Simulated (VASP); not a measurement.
Here is the system:

```xyz
2
Lattice="1.4900 -2.5808 0.0000 1.4900 2.5808 0.0000 0.0000 0.0000 5.6200" Properties=species:S:1:pos:R:3 pbc="T T T"
Cd     1.4900     0.8603     1.4050
Cd     1.4900    -0.8603     4.2150
```

These are vdW-DF2, VASP's PBE PAW potentials (set 64) (plane waves; VASP) values and carry that method's errors. Settings: 520 eV cut-off, 13×13×6 Γ-centred mesh, first-order Methfessel-Paxton smearing of 0.10 eV, potentials Cd.

Energy and stress use the plane-wave basis of the starting cell.

The ions, cell shape and volume are relaxed. Which structure does the run end with?

```xyz
2
Lattice="1.6598 -2.8748 0.0000 1.6598 2.8748 0.0000 0.0000 0.0000 6.0934" Properties=species:S:1:pos:R:3 pbc="T T T"
Cd     1.6598     0.9583     1.5233
Cd     1.6598    -0.9583     4.5700
```
Space group P6_3/mmc (194), at a tolerance of 0.03 Å.

How do energy and volume change from the first to the last step?

The energy (σ→0) changes by -157.0 meV/atom and the volume by +34.5 %, in 6 ionic steps.

The compound is Cd in the hcp structure. This run relaxes it. Symmetry was kept, so distortions that lower it aren't found.
